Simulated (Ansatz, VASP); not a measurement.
# Two plane-wave programs on BaIr3

```
Ba Ir
1.0
     4.19277    0.00000    0.00000
     0.00000    4.19277    0.00000
     0.00000    0.00000    4.19277
Ba Ir
1 3
Direct
  0.00000 0.00000 0.00000
  0.00000 0.50000 0.50000
  0.50000 0.50000 0.00000
  0.50000 0.00000 0.50000
```

Alike in both runs: task single point; functional PBE; k mesh 8 × 8 × 8; occupations gaussian, width 0.05 eV; no spin polarisation.

```csv
,VASP,Ansatz
version,VASP 6.6.1,Ansatz 0.2.0
potentials or method,"VASP PAW PBE potentials, release 64 (Ba_sv, Ir)","scalar-relativistic, plane waves, PAW"
plane-wave cutoff (eV),520,420
valence electrons in the cell,37,61
```

```tsv
	VASP	Ansatz	Ansatz less VASP
gap on the k mesh at the Fermi level (eV)	none	none	-
pressure (GPa)	7.0	2.8	-4.17
```

A gap of «none» marks a metal or a gap that the smearing closes. One of these differences is far larger than is usual between the two programs; its cause wasn't traced. The two sets of potentials don't hold the same shells in valence.

The runs have no spin-orbit coupling, so splittings on Ba, Ir are missing.
